**Q:** This is a computed phonon list for ZnO, with four atoms in the cell. How many separate vibrations does it hold, and does the negative entry mean that the crystal is unstable?

Phonon frequencies of wurtzite ZnO at the Γ point (q row 1), computed with VASP 6.6.1 using LDA and the recommended PAW potentials at the relaxed cell. The runs use a 600 eV cutoff, a 7×7×4 k mesh, Fermi-Dirac smearing of 0.05 eV and finite displacements of 0.015 Å. Imaginary frequencies are shown as negative.

| row | phonon q row (row) | phonon frequency (cm⁻¹) |
| --- | --- | --- |
| 1 | 1 | -0.2 |
| 2 | 1 | 0.0 |
| 3 | 1 | 0.0 |
| 4 | 1 | 89.6 |
| 5 | 1 | 89.6 |
| 6 | 1 | 263.0 |
| 7 | 1 | 395.9 |
| 8 | 1 | 414.9 |
| 9 | 1 | 414.9 |
| 10 | 1 | 447.6 |
| 11 | 1 | 447.6 |
| 12 | 1 | 556.3 |

**A:** It holds nine optical vibrations on six levels. Four atoms moving in three directions give twelve modes, but rows 1 to 3 are the whole crystal shifting sideways or lengthwise. That costs no energy, so the small negative value is numerical noise around zero. Three of the six levels are double because the two directions across the hexagonal axis $c$ are equivalent. The list covers only motion that repeats identically in every cell, so it can't rule out an instability with a longer repeat.

**Q:** Why is the lowest optical pair, at 89.6 cm⁻¹, so far below everything else?

**A:** Picture the crystal as a stack of Zn–O bilayers along $c$. Inside a bilayer each atom has three slanted bonds, and a single upright bond ties it to the next bilayer. In the lowest pair, called E2 low, neighbouring bilayers slide over each other. The slanted bonds hardly notice, and the upright bond tilts without changing its length to first order. The motion is therefore opposed mainly by the resistance to bending, which is much weaker than the resistance to stretching.

The partner mode, E2 high at 447.6 cm⁻¹, moves Zn against O within each bilayer and strains the slanted bonds. These mode patterns and names follow from the degeneracies and the established order of modes in the wurtzite structure.

**Q:** Can that picture be checked with numbers?

**A:** Partly, with a chain of alternating Zn and O planes. Let $K_1$ be the spring per atom within a bilayer, $K_2$ the spring between bilayers, and $M$ and $m$ the masses of Zn and O. If all Zn move against all O, the angular frequency $\omega$ obeys

$$\omega^2=(K_1+K_2)\left(\frac1M+\frac1m\right).$$

If neighbouring bilayers move oppositely, there are two modes, one low and one high. Each atom is still held by the same two springs, so the squares of the two frequencies must add up to the same total:

$$\omega_{\rm low}^2+\omega_{\rm high}^2=\omega^2.$$

For sideways motion, the E2 pair thus predicts the mode of all Zn against all O, called E1, at $\sqrt{89.6^2+447.6^2}=456.5$ cm⁻¹. The calculation puts E1 at 414.9 cm⁻¹, so the chain, which was set without that value, comes out 10% too high. It also places E1 above E2 high, whereas the calculation has them the other way round. The chain leaves out forces between like atoms in neighbouring bilayers, and such forces can shift E1 relative to the E2 pair.

To reproduce the E2 pair, one spring of the chain must be more than ten times softer than the other. The frequencies can't tell which, because swapping $K_1$ and $K_2$ leaves them unchanged. The bond geometry points to the spring between bilayers, since sliding only tilts the upright bonds.

**Q:** The single modes at 263.0 and 556.3 cm⁻¹ are also said to be a low and a high partner. Why is the ratio between them so much smaller than for the E2 pair?

**A:** They are the B1 pair, in which neighbouring bilayers again move oppositely, but now along $c$. This motion stretches or squeezes the upright bonds as well as the slanted ones, so neither spring is soft. If the two springs were equal, the low mode would move only Zn and the high mode only O. Their ratio would then be $\sqrt{M/m}$, about 2.0, and any inequality between the springs would raise it.

The computed ratio is 2.1 for the B1 pair but 5.0 for the E2 pair. In the chain, mass alone thus nearly accounts for the first ratio, while the second needs a soft spring as well. For the B1 pair this is only a rough reading, because the chain fits motion along $c$ badly: the same pair would put A1 more than 50% too high.

**Q:** Is the mode at 556.3 cm⁻¹ the longitudinal optical (LO) mode that I know from Raman spectra?

**A:** No, it is B1 high, which is silent in first-order Raman and infrared spectra. In a true LO mode all Zn move against all O, and the resulting charge displacement sets up a field across the whole crystal. This calculation leaves that uniform field out, so its A1 and E1 levels, at 395.9 and 414.9 cm⁻¹, are transverse (TO) frequencies. The field would raise A1 by something of the order of a hundred cm⁻¹ or more.

B1 high comes close to the LO range for a related reason. Neighbouring bilayers are polarised in opposite directions along $c$, so each carries a restoring field of its own. These fields average to zero over the cell and therefore stay in the calculation.

The sum rule is consistent with this. Applied to the B1 pair, it predicts A1 at 615 cm⁻¹, which is 55% above the computed value. Sideways motion creates no such layer field, and there the miss was only 10%. The electric explanation comes from theory; the frequencies alone can't separate it from other forces between bilayers.

**Q:** What would change if sulfur replaced oxygen?

**A:** Consider the masses first and keep all springs as they are. A1 and E1 would fall by 23%, because Zn and the lighter atom move against each other and the lighter one does most of the moving. Doubling its mass therefore matters a great deal. E2 low would fall by only about 8% in the chain model, because there the bilayers move almost as rigid sheets and Zn supplies most of their weight.

In a real sulfide the bonds are also longer and softer, which lowers the stretching modes further. For any change of element, ask first whether the atoms of a bilayer move together or against each other.

**Q:** Which digits can I trust when I compare with a measured spectrum?

**A:** The decimals are useful only for comparing calculations made in the same way. The translations miss zero by at most 0.2 cm⁻¹, and an equal error in the squared frequency would hardly move E2 low. Physical accuracy is much coarser. Against rough remembered measurements, E2 low is about 9% too low, while A1, E1 and E2 high are 1 to 4% too high.

A likely contributor is the cell. LDA binds too strongly. The phonons were computed at the relaxed cell, with edges of 3.194 Å across and 5.162 Å along $c$. Its volume is 4% smaller than that of the starting cell, which is close to the measured one. Compression is known to soften E2 low and stiffen the other three, which matches the signs of the errors. Repeating the calculation at the measured cell would show how much of the error comes from volume.

Other errors remain. The lattice is treated as static and the vibrations as harmonic, so the shifts that zero-point and thermal motion cause in a measured spectrum are missing. The k mesh and cutoff are usual working values, not converged limits.

Small gaps deserve the same caution. A1 and E1 differ by 19 cm⁻¹ because motion along $c$ and across it meets different springs, but a 4% error in A1 is almost as large as that gap. The output below lists these comparisons together with the tests of the chain.

Numerical output:

```
Number of near-zero translations: 3
Number of optical modes: 9
Number of distinct optical levels: 6
Largest translation residue in 1/cm: 0.2
Shift of E2 low from an equal error in the squared frequency, in 1/cm: 0.0002232
E1 TO less A1 TO in 1/cm: 19
E1 spring above A1 spring in percent: 9.829
Square root of mass ratio Zn to O: 2.021
B1 high over B1 low: 2.115
E2 high over E2 low: 4.996
E1 TO expected from the E2 pair in 1/cm: 456.5
Miss of that expectation in percent: 10.02
A1 TO expected from the B1 pair in 1/cm: 615.3
Miss of the A1 expectation in percent: 55.43
Weak over strong transverse spring in the chain: 0.06671
Change of A1 TO and E1 TO for O to S, mass only, in percent: -22.7
Change of E2 low for O to S, mass only in the chain, in percent: -7.83
Volume change from starting to relaxed cell in percent: -4.172
Rough rise from A1 TO to A1 LO in 1/cm, order of magnitude only: 188.8
E2 low against rough measured value in percent: -9.495
A1 TO against rough measured value in percent: 4.184
E1 TO against rough measured value in percent: 1.195
E2 high against rough measured value in percent: 1.727
```
